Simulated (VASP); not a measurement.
An input for Ansatz (written as the equivalent of a VASP run, and not itself run):

Ansatz 0.2 input:
```yaml
crystal:
  lattice:
    - [4.1527378, 0.0000000, 0.0000000]
    - [0.0000000, 4.1527378, 0.0000000]
    - [0.0000000, 0.0000000, 4.1527378]
  atoms:
    - { symbol: Ba, position: [0.0000000, 0.0000000, 0.0000000] }
    - { symbol: Zr, position: [0.5000000, 0.5000000, 0.5000000] }
    - { symbol: O, position: [0.5000000, 0.0000000, 0.5000000] }
    - { symbol: O, position: [0.0000000, 0.5000000, 0.5000000] }
    - { symbol: O, position: [0.5000000, 0.5000000, 0.0000000] }
kpoints:
  mp_grid: { grid: [6, 6, 6] }
hamiltonian:
  xc: pbe
  pseudopotentials: { kind: paw }
scf:
  occupations: { method: gaussian, width: 0.05 }
  max_iter: 100
relax:
  max_steps: 40
  f_tol: 0.02
  cell: { p_target: 10 }
output: { forces: true, stress: true, eigenvalues: true }
```

### Question
Write the VASP files for the same calculation (PBE).

### Answer
One answer among several that fit: 
POSCAR:
```
BaZrO3
1.0
  4.1527377949   0.0000000000   0.0000000000
  0.0000000000   4.1527377949   0.0000000000
  0.0000000000   0.0000000000   4.1527377949
Ba Zr O
1 1 3
Cartesian
  0.0000000000   0.0000000000   0.0000000000
  2.0763688975   2.0763688975   2.0763688975
  2.0763688975   0.0000000000   2.0763688975
  0.0000000000   2.0763688975   2.0763688975
  2.0763688975   2.0763688975   0.0000000000
```

### KPOINTS
```
Regular mesh
0
G
  6 6 6
0 0 0
```

INCAR:
```
! general
SYSTEM  = BaZrO3
PREC    = Accurate
ENCUT   = 620
LREAL   = .FALSE.
LASPH   = .TRUE.

! electronic loop
EDIFF   = 1E-6
NELM    = 100
ALGO    = Normal
LMAXMIX = 4

! smearing
ISMEAR  = 0
SIGMA   = 0.05

! functional
GGA     = PE

! ions
IBRION  = 2
NSW     = 40
ISIF    = 3
EDIFFG  = -0.02
PSTRESS = 100

! output
LWAVE   = .FALSE.
LCHARG  = .FALSE.
```

POTCAR, in this order: Ba_sv Zr_sv O (PBE.64 set). Program: vasp_std.

Limits of the translation: each code has its own PAW files, so the cut-off isn't converted (ENCUT is set for VASP's; basis.ecutwfc is left out, and Ansatz then takes the one that its files recommend); Ansatz stops its SCF on the density residual and VASP on the energy change (EDIFF).

The compound is BaZrO3 in the cubic perovskite structure. It was relaxed first under an external pressure of 10 GPa.
